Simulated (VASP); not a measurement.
Input:

```
CELL_PARAMETERS angstrom
      0.00000     3.54294     3.54294
      3.54294     0.00000     3.54294
      3.54294     3.54294     0.00000
ATOMIC_POSITIONS crystal
  Ba 0.00000 0.00000 0.00000
  Te 0.50000 0.50000 0.50000
```

Computed with r2SCAN meta-GGA, VASP's PBE PAW potentials (set 64) (plane waves; VASP). Settings: 400 eV cut-off, 12×12×12 Γ-centred mesh, Gaussian smearing of 0.010 eV, potentials Ba_sv Te.

### Question
Give the direction-averaged independent-particle dielectric function (no local fields, no excitons; a broadening of 0.1 eV leaves a tail below the gap, and fine structure carries the noise of the k-mesh).

### Answer

```csv
ħω (eV),ε₁,ε₂
0.00,5.59,0.00
0.20,5.60,0.01
0.50,5.65,0.02
0.80,5.74,0.04
1.00,5.83,0.05
1.30,6.01,0.07
1.60,6.28,0.11
1.80,6.54,0.15
2.10,7.14,0.29
2.40,8.05,1.12
2.60,8.03,2.16
2.90,7.52,2.94
3.20,7.56,3.56
3.40,7.09,3.98
3.70,7.17,4.62
4.00,6.54,5.67
4.20,6.25,5.38
4.50,6.52,6.45
4.80,3.56,6.85
5.00,5.20,6.88
5.30,3.67,8.80
5.60,0.76,7.04
5.80,1.97,6.82
6.10,0.42,7.45
6.40,-1.38,6.57
6.60,-0.93,5.72
6.90,-1.99,5.05
7.20,-2.46,4.22
7.40,-2.41,2.91
7.70,-1.86,2.20
8.00,-1.00,1.61
8.30,-1.11,1.67
```
ε₂ peaks at 4.7 eV (height 7.9), 5.3 eV (height 8.8); ε₁(0) averages 5.59, so the electronic refractive index below the gap tends to √5.59 = 2.37.

The compound is BaTe in the rock salt structure. It was relaxed first.
